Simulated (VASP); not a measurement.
Given:

```yaml
crystal:
  lattice:
    - [3.27905, 0.00000, 0.00000]
    - [-1.63953, 2.83974, 0.00000]
    - [0.00000, 0.00000, 5.43235]
  atoms:
    - { symbol: Li, position: [0.66667, 0.33333, 0.38378] }
    - { symbol: Li, position: [0.33333, 0.66667, 0.61622] }
    - { symbol: Zr, position: [0.00000, 0.00000, 0.00000] }
    - { symbol: N, position: [0.66667, 0.33333, 0.77674] }
    - { symbol: N, position: [0.33333, 0.66667, 0.22326] }
```

Calculation: r2SCAN meta-GGA with spin-orbit coupling, VASP's PBE PAW potentials (set 64) (plane waves; VASP). Run with 520 eV cut-off, 7×7×4 Γ-centred mesh, Gaussian smearing of 0.050 eV, potentials Li_sv Zr_sv N.

Question: Give the energies of bands 21 to 34 at the high-symmetry points, in eV from the valence-band maximum.

Answer: 
```
band      Γ      M      K      A      L      H
----  -----  -----  -----  -----  -----  -----
21    -2.84  -2.54  -3.13  -2.76  -2.80  -2.80
22    -2.84  -2.54  -3.13  -2.76  -2.80  -2.80
23    -0.40  -2.32  -2.17  -1.98  -2.62  -2.21
24    -0.40  -2.32  -2.17  -1.98  -2.62  -2.21
25    -0.03  -1.31  -2.15  -0.24  -0.80  -2.00
26    -0.03  -1.31  -2.15  -0.24  -0.80  -2.00
27     0.00  -1.12  -1.16  -0.21  -0.69  -2.00
28     0.00  -1.12  -1.16  -0.21  -0.69  -2.00
29     3.33   2.21   3.56   3.25   2.09   4.02
30     3.33   2.21   3.56   3.25   2.09   4.02
31     3.33   5.60   4.88   3.25   5.25   4.50
32     3.33   5.60   4.88   3.25   5.25   4.50
33     4.07   5.68   4.95   4.61   5.60   4.57
34     4.07   5.68   4.95   4.61   5.60   4.57
```

The gap is indirect, 2.09 eV, from the valence maximum at Γ to the conduction minimum at L.

The structure comes from a computed database's Li2ZrN2 entry (P-3m1); how it stands against other phases isn't given here. It was relaxed first.
